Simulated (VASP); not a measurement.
Given:

```
BaTiO3
1.0
    3.99731     0.00000     0.00000
    0.00000     3.99731     0.00000
    0.00000     0.00000     4.22462
Ba Ti O
1 1 3
Cartesian
  0.00000   0.00000   0.04555
  1.99865   1.99865   2.23797
  1.99865   1.99865   4.05354
  0.00000   1.99865   2.03620
  1.99865   0.00000   2.03620
```

Method: PBE GGA, VASP's PBE PAW potentials (set 64) (plane waves; VASP). Settings: 520 eV cut-off, 6×6×6 Γ-centred mesh, tetrahedra with Blöchl corrections, potentials Ba_sv Ti_sv O.

Unless said otherwise, spin-orbit coupling is left out, though it shifts the bands of the heavy elements here.

Problem. Estimate the energy per atom (σ→0), band gap (on the k-mesh) with the smallest direct gap where there is one.

Solution. 
| Property | Result |
|---|---|
| band gap (on the k-mesh) | 1.76 eV |
| smallest direct gap (on the k-mesh) | 2.34 eV |
| energy per atom (σ→0) | -8.009 eV/atom |

The absolute energy has meaning only against runs of the same code, potentials and settings.

The compound is BaTiO3 in the tetragonal perovskite structure. It was relaxed first.
